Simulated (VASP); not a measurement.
OSZICAR of a VASP run on Li (space group Im-3m):

### OSZICAR
```
       N       E                     dE             d eps       ncg     rms          rms(c)
DAV:   1     0.498641709489E+00    0.49864E+00   -0.70090E+02  1675   0.413E+02
DAV:   2    -0.186432739594E+01   -0.23630E+01   -0.22612E+01  2320   0.591E+01
DAV:   3    -0.196345394566E+01   -0.99127E-01   -0.98988E-01  2040   0.872E+00
DAV:   4    -0.196775811214E+01   -0.43042E-02   -0.43001E-02  2180   0.150E+00
DAV:   5    -0.196779858289E+01   -0.40471E-04   -0.40464E-04  2055   0.141E-01    0.333E-01
DAV:   6    -0.196615884445E+01    0.16397E-02   -0.57056E-04  2280   0.178E-01    0.188E-01
DAV:   7    -0.196547021645E+01    0.68863E-03   -0.17327E-03  2290   0.307E-01    0.324E-02
DAV:   8    -0.196550037184E+01   -0.30155E-04   -0.31721E-04  1845   0.168E-01    0.403E-03
DAV:   9    -0.196549918076E+01    0.11911E-05   -0.74354E-06  2050   0.311E-02    0.953E-04
DAV:  10    -0.196549859435E+01    0.58642E-06   -0.10490E-06  2275   0.781E-03    0.663E-04
DAV:  11    -0.196549841314E+01    0.18121E-06   -0.20379E-08   975   0.176E-03    0.484E-05
DAV:  12    -0.196549840518E+01    0.79564E-08   -0.46384E-09   845   0.773E-04
   1 F= -.19654984E+01 E0= -.19654984E+01  d E =0.000000E+00
```

Question: Which electronic solver shows in the log?

Answer: It is blocked Davidson (ALGO = Normal, or the opening steps of other solvers). The INCAR had ALGO = Normal.

Question: Can the final energy be trusted as converged?

Answer: Self-consistency was reached. It stopped with EDIFF = 1E-7, NELM = 100 (PBEsol GGA, plane waves, VASP's PBE PAW potentials (set 64)).

The structure comes from a measured Li entry (Im-3m) of the Crystallography Open Database, whose conditions weren't checked. It was relaxed first, which changed the volume by -7 %.
